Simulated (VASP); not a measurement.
Method: LDA (Ceperley-Alder, Perdew-Zunger), VASP's LDA PAW potentials (set 64) (plane waves; VASP).

Input for VASP

**KPOINTS**
```
Automatic mesh
0
Gamma
14 14 14
0 0 0
```

INCAR:
```
ALGO  =  Normal
EDIFF  =  1E-6
EDIFFG  =  -0.01
ENCUT  =  520
IBRION  =  2
ISIF  =  3
ISMEAR  =  1
LASPH  =  .TRUE.
LCHARG  =  .FALSE.
LREAL  =  .FALSE.
LWAVE  =  .FALSE.
NELM  =  100
NSW  =  60
PREC  =  Accurate
SIGMA  =  0.1
SYSTEM  =  Al
```

**POSCAR**
```
Al
1
    0.0000000000     2.0250000000     2.0250000000
    2.0250000000     0.0000000000     2.0250000000
    2.0250000000     2.0250000000     0.0000000000
Al
1
Direct
  0.0000000000   0.0000000000   0.0000000000
```

POTCAR, in this order: Al (LDA.64 set). Program: vasp_std.

### Question
What will the output report for the number of irreducible k-points (NKPTS), largest plane-wave count, number of space-group operations, FFT grid (NGX, NGY, NGZ)?

### Answer

- number of irreducible k-points (NKPTS) = 104
- largest plane-wave count = 459
- number of space-group operations = 48
- FFT grid (NGX, NGY, NGZ) = 24 × 24 × 24

The compound is Al in the fcc structure. This run relaxes it. Symmetry was kept, so distortions that lower it aren't found.
